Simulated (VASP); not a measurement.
## Ta3AsAu2O13: band structure with PBE

Crystal: Ta3AsAu2O13.

```xyz
19
Lattice="5.4520 0.0000 0.0000 -2.7260 4.7216 0.0000 0.0000 0.0000 9.5790" Properties=species:S:1:pos:R:3 pbc="T T T"
Ta    0.0000    0.0000    1.8591
Ta    0.0000    0.0000    7.7199
Ta    2.7260    1.5739    0.0000
As    0.0000    0.0000    4.7895
Au    0.0000    3.1478    2.6273
Au    0.0000    3.1478    6.9517
O     0.0000    0.0000    0.0000
O    -1.3422    4.5861    3.4870
O    -0.5745    1.2662    3.4870
O     1.9167    3.5909    3.4870
O    -1.3422    4.5861    6.0921
O    -0.5745    1.2662    6.0921
O     1.9167    3.5909    6.0921
O     1.1852    1.5782    8.2230
O     3.4927    0.2373    8.2230
O     3.5002    2.9061    8.2230
O     1.1852    1.5782    1.3560
O     3.4927    0.2373    1.3560
O     3.5002    2.9061    1.3560
```

The cell was built by a generator and needn't be a form met in nature.

| Item | Value |
| --- | --- |
| Program | VASP 6.6.1 |
| Task | band structure |
| Functional | PBE |
| Potentials or basis | VASP PAW PBE potentials, release 64 (Ta_pv, As, Au, O) |
| Cutoff | 520 eV |
| k mesh | 6 × 6 × 3 |
| Occupations | fermi-dirac, width 0.05 eV |
| Spin | no spin polarisation |
| Further INCAR settings | ALGO = Normal; EDIFF = 1e-07 |

The pressure is 0.4 GPa, the largest force is 0.298 eV/Å and the band gap along the path is none (metal or under the smearing width).

Forces on the atoms (eV/Å):
```
Ta   0.000  0.000  0.298
Ta   0.000  0.000 -0.298
Ta   0.000  0.000  0.000
As   0.000  0.000  0.000
Au   0.000  0.000  0.043
Au   0.000  0.000 -0.043
O    0.000  0.000  0.000
O    0.193 -0.143  0.027
O    0.028  0.239  0.027
O   -0.221 -0.095  0.027
O    0.193 -0.143 -0.027
O    0.028  0.239 -0.027
O   -0.221 -0.095 -0.027
O   -0.030  0.010  0.021
O    0.006 -0.031  0.021
O    0.023  0.021  0.021
O   -0.030  0.010 -0.021
O    0.006 -0.031 -0.021
O    0.023  0.021 -0.021
```

Stress tensor (GPa, compression positive):
```
0.21 0.00 0.00
0.00 0.21 0.00
0.00 0.00 0.76
```

Levels at the corners of the path, in eV from the Fermi level:
```csv
point,band 65,band 66,band 67,band 68,band 69,band 70,band 71,band 72,band 73,band 74
Γ,-1.17,-1.15,-1.15,0.02,0.02,0.18,0.18,1.11,2.48,2.48
M,-1.09,-0.86,-0.82,-0.31,0.00,0.02,0.26,1.95,2.34,2.93
M,-1.09,-0.86,-0.82,-0.31,0.00,0.02,0.26,1.95,2.34,2.93
K,-1.11,-0.86,-0.84,-0.21,-0.05,0.12,0.17,2.09,2.50,2.84
K,-1.11,-0.86,-0.84,-0.21,-0.05,0.12,0.17,2.09,2.50,2.84
Γ,-1.17,-1.15,-1.15,0.02,0.02,0.18,0.18,1.11,2.48,2.48
Γ,-1.17,-1.15,-1.15,0.02,0.02,0.18,0.18,1.11,2.48,2.48
A,-1.41,-1.09,-1.09,-0.04,-0.04,0.24,0.24,1.53,2.62,2.62
A,-1.41,-1.09,-1.09,-0.04,-0.04,0.24,0.24,1.53,2.62,2.62
L,-1.28,-1.00,-0.78,-0.18,-0.09,-0.04,0.26,2.26,2.44,2.83
L,-1.28,-1.00,-0.78,-0.18,-0.09,-0.04,0.26,2.26,2.44,2.83
H,-1.35,-1.01,-0.80,-0.12,-0.09,0.03,0.19,2.47,2.57,2.78
H,-1.35,-1.01,-0.80,-0.12,-0.09,0.03,0.19,2.47,2.57,2.78
A,-1.41,-1.09,-1.09,-0.04,-0.04,0.24,0.24,1.53,2.62,2.62
L,-1.28,-1.00,-0.78,-0.18,-0.09,-0.04,0.26,2.26,2.44,2.83
M,-1.09,-0.86,-0.82,-0.31,0.00,0.02,0.26,1.95,2.34,2.93
K,-1.11,-0.86,-0.84,-0.21,-0.05,0.12,0.17,2.09,2.50,2.84
H,-1.35,-1.01,-0.80,-0.12,-0.09,0.03,0.19,2.47,2.57,2.78
```

Run time: 9.5 min on 4 MPI ranks on Intel(R) Xeon(R) 6975P-C (Granite Rapids) (shared host), peak memory 1.1 GiB a rank.

Caveat: spin-orbit coupling is left out, which moves the levels of the heavy elements.
